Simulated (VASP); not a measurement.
Energy against volume of Sc (hcp). These are PBE GGA, VASP's PBE PAW potentials (set 64) (plane waves; VASP) values and carry that method's errors. Run with 520 eV cut-off, 13×13×7 Γ-centred mesh, first-order Methfessel-Paxton smearing of 0.10 eV, potentials Sc_sv.

Shape and ions are relaxed at each volume.

```
V (Å³/atom)  E (eV/atom)
-----------  -----------
23.142          -6.23082
23.881          -6.24393
24.619          -6.24833
25.358          -6.24518
```

**Question.** Fit these four points and predict the energy of the run at 26.097 Å³/atom.

**Answer.** A cubic in V^(−2/3), the third-order Birch-Murnaghan form, passes through the four points with V0 = 24.66 Å³/atom and B0 = 54 GPa, and gives -6.2355 eV/atom there. The run gave -6.2354 eV/atom, +0.1 meV/atom from the fit; all five points give B0 = 54 GPa.

The compound is Sc in the hcp structure. It was relaxed first.
